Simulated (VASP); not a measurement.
Energy against volume of Sr (fcc). Method: TPSS meta-GGA, VASP's PBE PAW potentials (set 64) (plane waves; VASP).

```tsv
V (Å³/atom)	E (eV/atom)
51.639	-10.29191
53.287	-10.29688
54.935	-10.29806
56.583	-10.29595
58.231	-10.29088
```

**Question.** Fit a third-order Birch-Murnaghan equation of state.

**Answer.** 
| Quantity | Result |
|---|---|
| volume per atom | 54.67 Å³/atom |
| bulk modulus | 10.9 GPa |
| pressure derivative of the bulk modulus | 3.19 |
| lattice constant a | 11.385 bohr |

Measured: bulk modulus 12.5 GPa at 0 K (computed value off by -12.6 %), as given by H. Levämäki et al., Physical Review B (2014), arXiv:1402.3671 [corrected for temperature and zero-point phonon effects]; a 6.045 Å at 0 K (computed value off by -0.3 %), as given by Gábor I. Csonka et al., Physical Review B (2009), arXiv:0903.4037 [low-temperature or extrapolated to 0 K; zero-point anharmonic expansion removed].

The compound is Sr in the fcc structure. It was relaxed first.
